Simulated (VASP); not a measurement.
# Si3N4: NMR shieldings

What are the shielding tensors of Si3N4? The cell has space group I-43d. The start is a cell from a database of measured crystal structures.

Calculated with VASP 6.6.1; LDA; plane waves and PAW (Si, N), in the first sound run; inputs show where later runs differ.

This is a report of a sequence of runs, with most program output left out.

## (1) Set-up

Symmetry: I-43d, No. 220, cubic system. The conventional cell has a = 6.475 Å, b = 6.475 Å, c = 6.475 Å, α = 90.00°, β = 90.00°, γ = 90.00°. Si has 4 N at 1.75 Å nearest. N has 3 Si at 1.75 Å nearest. Farther neighbours and most contacts between anions are not listed.

Coordinates:

```cif
data_structure
_symmetry_space_group_name_H-M 'P 1'
_symmetry_Int_Tables_number 1
_cell_length_a 5.6073
_cell_length_b 5.6073
_cell_length_c 5.6073
_cell_angle_alpha 109.471
_cell_angle_beta 109.471
_cell_angle_gamma 109.471
_cell_volume 135.72
loop_
_atom_site_label
_atom_site_type_symbol
_atom_site_fract_x
_atom_site_fract_y
_atom_site_fract_z
_atom_site_occupancy
Si1 Si 0.37500 0.62500 0.75000 1
Si2 Si 0.12500 0.87500 0.25000 1
Si3 Si 0.62500 0.75000 0.37500 1
Si4 Si 0.75000 0.37500 0.62500 1
Si5 Si 0.87500 0.25000 0.12500 1
Si6 Si 0.25000 0.12500 0.87500 1
N7 N 0.50000 0.00000 0.43720 1
N8 N 0.00000 0.93720 0.50000 1
N9 N 0.06280 0.06280 0.06280 1
N10 N 0.93720 0.50000 0.00000 1
N11 N 0.00000 0.43720 0.50000 1
N12 N 0.50000 0.00000 0.93720 1
N13 N 0.43720 0.50000 0.00000 1
N14 N 0.56280 0.56280 0.56280 1
```

## (2) Ground state

A ground-state run shows first whether the cell has a gap, which the next steps need; its size sets how fine their mesh has to be.

INCAR

```
SYSTEM = Si3N4
PREC = Accurate
ENCUT = 520
EDIFF = 1E-07
NELM = 100
ISMEAR = 0
SIGMA = 0.01
LREAL = .FALSE.
ALGO = Normal
GGA = CA
NBANDS = 46
LORBIT = 11
LWAVE = .FALSE.
LCHARG = .FALSE.
KPAR = 4
```

POSCAR

```
Si3N4
1.0
   -3.2373500000      3.2373500000      3.2373500000
    3.2373500000     -3.2373500000      3.2373500000
    3.2373500000      3.2373500000     -3.2373500000
Si N
6 8
Direct
    0.3750000000      0.6250000000      0.7500000000
    0.1250000000      0.8750000000      0.2500000000
    0.6250000000      0.7500000000      0.3750000000
    0.7500000000      0.3750000000      0.6250000000
    0.8750000000      0.2500000000      0.1250000000
    0.2500000000      0.1250000000      0.8750000000
    0.5000000000      0.0000000000      0.4372000000
    0.0000000000      0.9372000000      0.5000000000
    0.0628000000      0.0628000000      0.0628000000
    0.9372000000      0.5000000000      0.0000000000
    0.0000000000      0.4372000000      0.5000000000
    0.5000000000      0.0000000000      0.9372000000
    0.4372000000      0.5000000000      0.0000000000
    0.5628000000      0.5628000000      0.5628000000
```

KPOINTS

```
Automatic mesh
0
Gamma
4 4 4
0 0 0
```

The projector-augmented-wave data sets are Si and N (PBE family, release 64).

On the command line:

```console
$ mpirun -np 4 vasp_std
```

It took 33 s on 4 MPI ranks of AMD EPYC 7R43, shared host; peak memory 0.76 GiB.

The gap is read on the k-mesh alone, so it is an upper bound where the band edges lie off the mesh. The PAW data sets were made with PBE, though LDA sets exist; this is a small mismatch.

Numbers from this step:

```yaml
free_energy_toten: -124.8573 eV
fermi_energy: 7.521 eV
pressure: -5.918 GPa
gap_on_the_k_mesh: 3.939 eV
least_direct_gap_on_the_k_mesh: 4.142 eV
```

The cell has a gap of 3.94 eV on this mesh and a pressure of -5.9 GPa, which holds the misfit of the given cell and coordinates with this functional, and any error of cutoff, mesh and data sets.

## (3) Shielding tensors

This step: chemical shifts by linear response (GIPAW), LDA; plane waves and PAW (Si, N) (VASP 6.6.1).

LCHIMAG computes the induced currents by linear response. It needs tightly converged orbitals and a cutoff well above the default; LEFG adds the field gradients at no cost.

INCAR

```
SYSTEM = Si3N4
PREC = Accurate
ENCUT = 520
EDIFF = 1E-08
NELM = 100
ISMEAR = 0
SIGMA = 0.01
LREAL = Auto
ALGO = Normal
GGA = CA
NBANDS = 46
LWAVE = .FALSE.
LCHARG = .FALSE.
KPAR = 4
LCHIMAG = .TRUE.
LEFG = .TRUE.
DQ = 0.001
ICHIBARE = 1
LNMR_SYM_RED = .TRUE.
```

POSCAR is that of step 2.

KPOINTS is that of step 2.

Potentials, in the order of the species: Si and N (LDA family, release 64).

On the command line:

```console
$ mpirun -np 4 vasp_std
```

The job ended after 19 min (4 MPI ranks; peak memory 1.4 GiB; 74 min of CPU time).

Numbers from this step:

* free energy (TOTEN): -125.3518 eV
* Fermi energy: 7.612 eV
* pressure: -7.253 GPa
* gap on the k-mesh: 3.929 eV
* least direct gap on the k-mesh: 4.128 eV

Valence and core; the G = 0 term is that of a spherical sample. NMR shielding, by row:

```
atom  isotropic shielding (ppm)  span (ppm)  skew  isotropic shielding without the G = 0 term (ppm)
 Si1                      363.6       26.89     1                                             352.9
 Si2                      363.6       26.89     1                                             352.9
 Si3                      363.6       26.89     1                                             352.9
 Si4                      363.6       26.89     1                                             352.9
 Si5                      363.6       26.89     1                                             352.9
 Si6                      363.6       26.89     1                                             352.9
  N7                      112.5       47.75     1                                             101.8
  N8                      112.5       47.75     1                                             101.8
  N9                      112.5       47.75     1                                             101.8
 N10                      112.5       47.75     1                                             101.8
 N11                      112.5       47.75     1                                             101.8
 N12                      112.5       47.75     1                                             101.8
 N13                      112.5       47.75     1                                             101.8
 N14                      112.5       47.75     1                                             101.8
```

Ordered as |Vzz| ≥ |Vxx| ≥ |Vyy|, the program's way. Electric field gradients, by row:

```csv
atom,Vxx (V/Å²),Vyy (V/Å²),Vzz (V/Å²),asymmetry
Si1,0.427,0.427,-0.854,0
Si2,0.427,0.427,-0.854,0
Si3,0.427,0.427,-0.854,0
Si4,0.427,0.427,-0.854,0
Si5,0.427,0.427,-0.854,0
Si6,0.427,0.427,-0.854,0
N7,26.56,26.55,-53.11,0
N8,26.56,26.55,-53.11,0
N9,26.56,26.56,-53.11,0
N10,26.56,26.55,-53.11,0
N11,26.56,26.55,-53.11,0
N12,26.56,26.55,-53.11,0
N13,26.56,26.55,-53.11,0
N14,26.56,26.56,-53.11,0
```

## (4) Summary of results

```yaml
si_isotropic_shielding: 363.6 ppm
n_isotropic_shielding: 112.5 ppm
```

At LDA the isotropic shieldings are Si 363.6 ppm; N 112.5 ppm. The widest tensor is that of N7, with a span (largest less smallest principal value) of 47.7 ppm. The largest field gradient is Vzz = -53.1 V/Å² at N7. Shifts were not obtained, since a shift is the shielding of a reference compound, computed alike, less these values. The G = 0 term is the part set by the sample's shape, taken here for a sphere. No finer mesh was run, so convergence in it isn't shown. The cell has space group I-43d. The given cell is kept, although it stands at -7.3 GPa at LDA and ENCUT = 520 eV, which holds the mismatch of the given cell with this functional, any error of the entry itself and any basis-set error.

[Lines on the potential files, build, host, timing and source positions are cut from VASP's logs without a mark.]

[Logs are printed without paths, hosts, clocks, repeated set-up lines and the standing remarks that a program may print on its own settings, such as how far it seeks lower states.]

[Hosts, paths, dates, database ids (printed as entryN), source tags and the programs' standing remarks are cut or masked in the printed files.]
